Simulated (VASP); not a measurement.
All values below come from r2SCAN meta-GGA, VASP's PBE PAW potentials (set 64) (plane waves; VASP).

Input for VASP

File POSCAR:
```
NiGe
1
    2.9336281246    -0.0000000000     0.0000000000
   -0.0000000000     2.9336281246     0.0000000000
    0.0000000000     0.0000000000     2.9336281246
Ni Ge
1 1
Direct
  0.0000000000   0.0000000000   0.0000000000
  0.5000000000   0.5000000000   0.5000000000
```

### INCAR
```
SYSTEM = NiGe
PREC = Accurate
ENCUT = 400
EDIFF = 1E-6
NELM = 100
ALGO = Normal
LREAL = .FALSE.
LASPH = .TRUE.
ISMEAR = 1
SIGMA = 0.1
METAGGA = R2SCAN
LMIXTAU = .TRUE.
LMAXMIX = 4
LWAVE = .FALSE.
LCHARG = .FALSE.
IBRION = 2
ISIF = 3
NSW = 60
EDIFFG = -0.01
```

File KPOINTS:
```
kpoints
0
gamma
11 11 11
```

POTCAR, in this order: Ni Ge_d (PBE.64 set). Program: vasp_std.

Output

**OSZICAR**
```
       N       E                     dE             d eps       ncg     rms          rms(c)
DAV:   1     0.938128154449E+02    0.93813E+02   -0.10759E+04  1880   0.344E+03
DAV:   2    -0.195903351929E+02   -0.11340E+03   -0.11185E+03  1816   0.428E+02
DAV:   3    -0.291504960100E+02   -0.95602E+01   -0.95432E+01  2104   0.110E+02
DAV:   4    -0.293201666130E+02   -0.16967E+00   -0.16964E+00  2216   0.149E+01
DAV:   5    -0.293252649490E+02   -0.50983E-02   -0.50983E-02  2368   0.226E+00    0.105E+01
DAV:   6    -0.287345037103E+02    0.59076E+00   -0.44562E+01  1912   0.868E+01    0.165E+01
DAV:   7    -0.257883031604E+02    0.29462E+01   -0.10179E+01  1840   0.530E+01    0.257E+00
DAV:   8    -0.257977564827E+02   -0.94533E-02   -0.11051E+00  2344   0.120E+01    0.176E+00
DAV:   9    -0.257684802587E+02    0.29276E-01   -0.92796E-02  2352   0.400E+00    0.461E-01
DAV:  10    -0.257735722126E+02   -0.50920E-02   -0.29484E-02  2448   0.196E+00    0.145E-01
DAV:  11    -0.257736154000E+02   -0.43187E-04   -0.89418E-04  1984   0.348E-01    0.762E-02
DAV:  12    -0.257735537183E+02    0.61682E-04   -0.20884E-04  2296   0.178E-01    0.219E-02
DAV:  13    -0.257736072546E+02   -0.53536E-04   -0.14517E-04  1912   0.115E-01    0.489E-03
DAV:  14    -0.257736269496E+02   -0.19695E-04   -0.10973E-05  1912   0.293E-02    0.159E-03
DAV:  15    -0.257736258469E+02    0.11026E-05   -0.44958E-07  1512   0.922E-03    0.237E-03
DAV:  16    -0.257736258953E+02   -0.48358E-07   -0.74571E-07  1112   0.129E-02
   1 F= -.25773626E+02 E0= -.25773591E+02  d E =-.257736E+02
```

OUTCAR:
```
------------------------ aborting loop because EDIFF is reached ----------------------------------------
  FORCE on cell =-STRESS in cart. coord.  units (eV):
  Direction    XX          YY          ZZ          XY          YZ          ZX
  --------------------------------------------------------------------------------------
  Total       -0.0018464     -0.0018464     -0.0018464      0.0000000      0.0000000      0.0000000
  in kB       -0.1171695     -0.1171695     -0.1171695      0.0000000      0.0000000      0.0000000
  external PRESSURE =      -0.1171695 kB  Pullay stress =       0.0000000 kB
  volume of cell :       25.25
      direct lattice vectors                 reciprocal lattice vectors
     2.933628125  0.000000000  0.000000000     0.340874834  0.000000000  0.000000000
     0.000000000  2.933628125  0.000000000     0.000000000  0.340874834  0.000000000
     0.000000000  0.000000000  2.933628125     0.000000000  0.000000000  0.340874834
 POSITION                                       TOTAL-FORCE (eV/Angst)
 -----------------------------------------------------------------------------------
      0.00000      0.00000      0.00000         0.000000      0.000000      0.000000
      1.46681      1.46681      1.46681         0.000000      0.000000      0.000000
 -----------------------------------------------------------------------------------
    total drift:                               -0.000000      0.000000      0.000000
  FREE ENERGIE OF THE ION-ELECTRON SYSTEM (eV)
  ---------------------------------------------------
  free  energy   TOTEN  =       -25.7736258953 eV

  energy  without entropy=      -25.7735217785  energy(sigma->0) =      -25.77359119

 reached required accuracy - stopping structural energy minimisation
```
(Selected blocks of OUTCAR.)

The structure was generated: NiGe was put into the CsCl type (Pm-3m), which need not be its known phase. It was relaxed first, which changed the volume by +6 %. The start is the result of an earlier pass. The run is not spin-polarised, so no magnetic state was tried.
